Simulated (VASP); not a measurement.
Calculation: RPBE GGA, VASP's PBE PAW potentials (set 64) (plane waves; VASP).

A VASP calculation is set up with these files.

**POSCAR**
```
CoGa
1.0
  2.9084224567   0.0000000000   0.0000000000
  0.0000000000   2.9084224567   0.0000000000
  0.0000000000   0.0000000000   2.9084224567
Ga Co
1 1
Cart
  1.4542112283   1.4542112283   1.4542112283
  0.0000000000   0.0000000000   0.0000000000
```

**INCAR**
```
# general
SYSTEM  = CoGa
PREC    = Accurate
ENCUT   = 520
LREAL   = F
LASPH   = T

# electronic loop
EDIFF   = 1E-7
NELM    = 100
ALGO    = Normal
LMAXMIX = 4

# smearing
ISMEAR  = -5

# functional
GGA     = RP

# ions
ISIF    = 2

# output
LWAVE   = F
LCHARG  = T
LORBIT  = 11
NEDOS   = 601
```

File KPOINTS:
```
Automatic
0
Gamma
14 14 14
```

POTCAR, in this order: Ga_d Co (PBE.64 set). Program: vasp_std.

The resulting files:

OSZICAR:
```
       N       E                     dE             d eps       ncg     rms          rms(c)
DAV:   1     0.101272283455E+03    0.10127E+03   -0.11014E+04  3760   0.263E+03
DAV:   2    -0.528117448107E+01   -0.10655E+03   -0.10449E+03  3754   0.357E+02
DAV:   3    -0.103575760226E+02   -0.50764E+01   -0.50568E+01  4111   0.829E+01
DAV:   4    -0.104353997314E+02   -0.77824E-01   -0.77764E-01  4897   0.975E+00
DAV:   5    -0.104371788283E+02   -0.17791E-02   -0.17798E-02  4442   0.127E+00    0.919E+00
DAV:   6    -0.116354378529E+02   -0.11983E+01   -0.22486E+01  4081   0.624E+01    0.119E+01
DAV:   7    -0.953917533138E+01    0.20963E+01   -0.95803E+00  3734   0.461E+01    0.165E+00
DAV:   8    -0.952768162785E+01    0.11494E-01   -0.23933E-01  4144   0.542E+00    0.655E-01
DAV:   9    -0.952177880532E+01    0.59028E-02   -0.20424E-02  4898   0.224E+00    0.134E-01
DAV:  10    -0.952152525445E+01    0.25355E-03   -0.67506E-04  4815   0.385E-01    0.623E-02
DAV:  11    -0.952151505590E+01    0.10199E-04   -0.62212E-05  5190   0.140E-01    0.119E-02
DAV:  12    -0.952151525595E+01   -0.20004E-06   -0.29022E-06  4930   0.294E-02    0.240E-03
DAV:  13    -0.952151563584E+01   -0.37990E-06   -0.46809E-07  4135   0.102E-02    0.151E-03
DAV:  14    -0.952151520599E+01    0.42985E-06   -0.12054E-07  2284   0.605E-03    0.383E-04
DAV:  15    -0.952151518842E+01    0.17566E-07   -0.14025E-08  2073   0.116E-03
   1 F= -.95215152E+01 E0= -.95215152E+01  d E =0.000000E+00
```

OUTCAR:
```
------------------------ aborting loop because EDIFF is reached ----------------------------------------
  FORCE on cell =-STRESS in cart. coord.  units (eV):
  Direction    XX          YY          ZZ          XY          YZ          ZX
  --------------------------------------------------------------------------------------
  Total       -0.0022725     -0.0022725     -0.0022725     -0.0000000      0.0000000     -0.0000000
  in kB       -0.1479911     -0.1479911     -0.1479911     -0.0000000      0.0000000     -0.0000000
  external PRESSURE =      -0.1479911 kB  Pullay stress =       0.0000000 kB
  volume of cell :       24.60
      direct lattice vectors                 reciprocal lattice vectors
     2.908422457  0.000000000  0.000000000     0.343829005  0.000000000  0.000000000
     0.000000000  2.908422457  0.000000000     0.000000000  0.343829005  0.000000000
     0.000000000  0.000000000  2.908422457     0.000000000  0.000000000  0.343829005
 POSITION                                       TOTAL-FORCE (eV/Angst)
 -----------------------------------------------------------------------------------
      1.45421      1.45421      1.45421         0.000000      0.000000      0.000000
      0.00000      0.00000      0.00000         0.000000      0.000000      0.000000
 -----------------------------------------------------------------------------------
    total drift:                                0.000000      0.000000     -0.000000
  FREE ENERGIE OF THE ION-ELECTRON SYSTEM (eV)
  ---------------------------------------------------
  free  energy   TOTEN  =        -9.5215151884 eV

  energy  without entropy=       -9.5215151884  energy(sigma->0) =       -9.52151519

 total charge

# of ion       s       p       d       tot
------------------------------------------
    1        0.841   0.861  10.041  11.743
    2        0.377   0.431   7.488   8.296
--------------------------------------------------
tot          1.218   1.292  17.528  20.038
```
(Selected blocks of OUTCAR.)

File OUTCAR:
```
 val. band max:        9.6068729747   @ k =   0.5000   0.5000   0.2143

 cond. band min:       9.5519848259   @ k =   0.5000   0.2857   0.0714


 Fermi energy:         9.5565798982

 k-point     1 :       0.0000    0.0000    0.0000
  band No.  band energies     occupation
      1      -5.6405      2.00000
      2      -5.6405      2.00000
      3      -5.3244      2.00000
      4      -5.3244      2.00000
      5      -5.3244      2.00000
      6      -2.3045      2.00000
      7       7.0709      2.00000
      8       7.0709      2.00000
      9       8.7916      2.00000
     10       8.7916      2.00000
     11       8.7916      2.00000
     12      14.6246      0.00000
     13      14.6246      0.00000
     14      14.6246      0.00000
     15      20.2823      0.00000

 k-point     2 :       0.0714    0.0000    0.0000
  band No.  band energies     occupation
      1      -5.6382      2.00000
      2      -5.6280      2.00000
      3      -5.3289      2.00000
      4      -5.3289      2.00000
      5      -5.3234      2.00000
      6      -2.2103      2.00000
      7       7.0538      2.00000
      8       7.0819      2.00000
      9       8.7303      2.00000
     10       8.7303      2.00000
     11       8.7922      2.00000
     12      13.8776      0.00000
     13      14.7894      0.00000
     14      14.7894      0.00000
     15      20.3018      0.00000

 k-point     3 :       0.1429    0.0000    0.0000
  band No.  band energies     occupation
      1      -5.6315      2.00000
      2      -5.5935      2.00000
      3      -5.3416      2.00000
      4      -5.3416      2.00000
      5      -5.3206      2.00000
      6      -1.9278      2.00000
      7       6.9634      2.00000
      8       7.1130      2.00000
      9       8.5693      2.00000
     10       8.5693      2.00000
     11       8.7936      2.00000
     12      12.4134      0.00000
     13      15.2606      0.00000
     14      15.2606      0.00000
     15      20.3603      0.00000
...
```

For a metal the tetrahedron method with Blöchl corrections gives inexact stress and forces.

The compound is CoGa in the CsCl type structure. It was relaxed first. The run is not spin-polarised, so no magnetic state was tried.
